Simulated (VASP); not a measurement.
ZnB:

```
CELL_PARAMETERS angstrom
2.80737 0.00000 0.00000
0.00000 2.80737 0.00000
0.00000 0.00000 2.80737
ATOMIC_POSITIONS crystal
Zn 0.00000 0.00000 0.00000
B 0.50000 0.50000 0.50000
```

The cell was built by a generator and needn't be a form met in nature.

Base run:

```yaml
Program: VASP 6.6.1
Functional: RPBE
Potentials_or_basis: VASP PAW PBE potentials, release 64 (Zn, B)
Cutoff: 520 eV
k_mesh: 9 × 9 × 9
Occupations: fermi-dirac, width 0.05 eV
Spin: no spin polarisation
```

Its results: pressure 3.9 GPa.

After a change of settings the same cell gave: pressure 8.5 GPa. Which change was it?
A. functional from RPBE to PBEsol
B. functional from RPBE to revPBE
C. functional from RPBE to BLYP
D. functional from RPBE to TPSS; further incar settings from ALGO = Fast; EDIFF = 1e-06; NBANDS = 14 to ALGO = Normal; EDIFF = 1e-06; NBANDS = 14

C.

Caveats: the PAW data sets were made with another functional, which shifts forces and pressure a little.

Runs at the PBE level aren't shown here.
